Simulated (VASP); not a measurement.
Output of a VASP run:

OSZICAR:
```
       N       E                     dE             d eps       ncg     rms          rms(c)
DAV:   1     0.105373709255E+03    0.10537E+03   -0.10164E+04  6688   0.218E+03
DAV:   2     0.167108671637E+00   -0.10521E+03   -0.10252E+03  6508   0.305E+02
DAV:   3    -0.323560082896E+01   -0.34027E+01   -0.33964E+01  8013   0.745E+01
DAV:   4    -0.325600252771E+01   -0.20402E-01   -0.20396E-01  7495   0.523E+00
DAV:   5    -0.325625692174E+01   -0.25439E-03   -0.25439E-03  8513   0.592E-01    0.637E+00
DAV:   6    -0.300684195709E+01    0.24941E+00   -0.47853E+00  6494   0.566E+01    0.299E+00
DAV:   7    -0.283553625789E+01    0.17131E+00   -0.95038E-01  6634   0.317E+01    0.216E+00
DAV:   8    -0.282672465704E+01    0.88116E-02   -0.28196E-02  9595   0.266E+00    0.794E-01
DAV:   9    -0.282413789234E+01    0.25868E-02   -0.44542E-03  7432   0.152E+00    0.422E-02
DAV:  10    -0.282414587106E+01   -0.79787E-05   -0.17663E-04  9538   0.158E-01    0.359E-02
DAV:  11    -0.282414425934E+01    0.16117E-05   -0.55584E-06  7551   0.421E-02    0.930E-03
DAV:  12    -0.282414368776E+01    0.57159E-06   -0.29720E-07  3996   0.144E-02
   1 F= -.28241437E+01 E0= -.28239999E+01  d E =-.431293E-03
```

### OUTCAR
```
------------------------ aborting loop because EDIFF is reached ----------------------------------------
  FORCE on cell =-STRESS in cart. coord.  units (eV):
  Direction    XX          YY          ZZ          XY          YZ          ZX
  --------------------------------------------------------------------------------------
  Total       -0.1734277     -0.1675298     -0.1939065      0.0000000      0.0000000      0.0000000
  in kB      -10.8458041    -10.4769623    -12.1265039      0.0000000      0.0000000      0.0000000
  external PRESSURE =     -11.1497568 kB  Pullay stress =       0.0000000 kB
  volume of cell :       25.62
      direct lattice vectors                 reciprocal lattice vectors
     2.924293000  0.000000000  0.000000000     0.341962998  0.000000000  0.000000000
     0.000000000  2.956571000  0.000000000     0.000000000  0.338229659  0.000000000
     0.000000000  0.000000000  2.963180000     0.000000000  0.000000000  0.337475280
 POSITION                                       TOTAL-FORCE (eV/Angst)
 -----------------------------------------------------------------------------------
      1.46215      1.47829      1.48159         0.267685      0.000000      0.000000
      0.06764      0.00000      0.00000        -0.267685      0.000000      0.000000
 -----------------------------------------------------------------------------------
    total drift:                               -0.000209      0.000000     -0.000014
  FREE ENERGIE OF THE ION-ELECTRON SYSTEM (eV)
  ---------------------------------------------------
  free  energy   TOTEN  =        -2.8241436878 eV

  energy  without entropy=       -2.8237123946  energy(sigma->0) =       -2.82399992

 total charge

# of ion       s       p       d       tot
------------------------------------------
    1        0.576   0.491   9.818  10.885
    2        0.415   0.354   9.335  10.104
--------------------------------------------------
tot          0.991   0.845  19.153  20.989
```
(Selected blocks of OUTCAR.)

### POSCAR
```
CuZn
1
    2.9242930000     0.0000000000     0.0000000000
    0.0000000000     2.9565710000     0.0000000000
    0.0000000000     0.0000000000     2.9631800000
Zn Cu
1 1
Direct
  0.5000000000   0.5000000000   0.5000000000
  0.0231320000   0.0000000000   0.0000000000
```

Question: Reconstruct the remaining input files.

Answer: One answer among several that fit: the input of the run itself, PBE GGA + U (Dudarev), plane waves, VASP's PBE PAW potentials (set 64).

### INCAR
```
SYSTEM = CuZn
PREC = Accurate; ENCUT = 400; LREAL = .FALSE.
LASPH = .TRUE.
EDIFF = 1E-6; NELM = 100; ALGO = Normal
LMAXMIX = 2
ISMEAR = 1; SIGMA = 0.1
GGA = PE
LDAUL = 2 2
LDAUU = 5.0 5.0
LDAUJ = 0 0
LDAU = .TRUE.; LDAUTYPE = 2; LDAUPRINT = 1
ISIF = 2
LWAVE = .FALSE.; LCHARG = .FALSE.; LORBIT = 10
```

### KPOINTS
```
Automatic
0
gamma
11 11 11
0 0 0
```

POTCAR, in this order: Zn Cu (PBE.64 set). Program: vasp_std.

The compound is CuZn in the CsCl type structure. The cell was not relaxed at this level, atoms are displaced from their ideal sites. The run is one of a series of settings (LDAU = .TRUE., LDAUJ = 0 0, LDAUL = 2 2, LDAUTYPE = 2, LDAUU = 5.0 5.0, LMAXMIX = 2 against the base run), some of them coarse on purpose. The electron count is odd and the run is not spin-polarised, which forces a metal.
